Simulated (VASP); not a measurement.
Calculation: LDA (Ceperley-Alder, Perdew-Zunger), VASP's LDA PAW potentials (set 64) (plane waves; VASP).

VASP ran on this input.

**KPOINTS_OPT**
```
k-points along high-symmetry lines
10
Line-mode
Reciprocal
  0.000000   0.000000   0.000000 ! GAMMA
  0.000000   0.500000   0.000000 ! X

  0.000000   0.500000   0.000000 ! X
  0.500000   0.500000   0.000000 ! M

  0.500000   0.500000   0.000000 ! M
  0.000000   0.000000   0.000000 ! GAMMA

  0.000000   0.000000   0.000000 ! GAMMA
  0.500000   0.500000   0.500000 ! R

  0.500000   0.500000   0.500000 ! R
  0.000000   0.500000   0.000000 ! X

  0.500000   0.500000   0.500000 ! R
  0.500000   0.500000   0.000000 ! M
```

INCAR:
```
ALGO=Normal
EDIFF=1E-6
ENCUT=300
ISIF=2
ISMEAR=-1
LASPH=.True.
LCHARG=.False.
LMAXMIX=4
LREAL=.False.
LWAVE=.False.
NELM=100
PREC=Accurate
SIGMA=0.1
SYSTEM=Al3Sc
```

### KPOINTS
```
Automatic
0
Gamma
 7 7 7
```

File POSCAR:
```
Al3Sc
8.3230
  0.5000000000   0.0000000000   0.0000000000
  0.0000000000   0.5000000000   0.0000000000
  0.0000000000   0.0000000000   0.5000000000
Sc Al
1 3
Cart
  0.0000000000   0.0000000000   0.0000000000
  0.0000000000   0.2500000000   0.2500000000
  0.2500000000   0.0000000000   0.2500000000
  0.2500000000   0.2500000000   0.0000000000
```

POTCAR, in this order: Sc_sv Al (LDA.64 set). Program: vasp_std.

Problem. What will the output report for the number of irreducible k-points (NKPTS), largest plane-wave count, number of space-group operations, FFT grid (NGX, NGY, NGZ)?

Solution. 
The number of irreducible k-points (NKPTS) is 20, the largest plane-wave count is 870 and the number of space-group operations comes out as 48. The FFT grid (NGX, NGY, NGZ) comes out as 24 × 24 × 24.

The structure is a typed Al3Sc crystal (Pm-3m). The cell was not relaxed at this level.
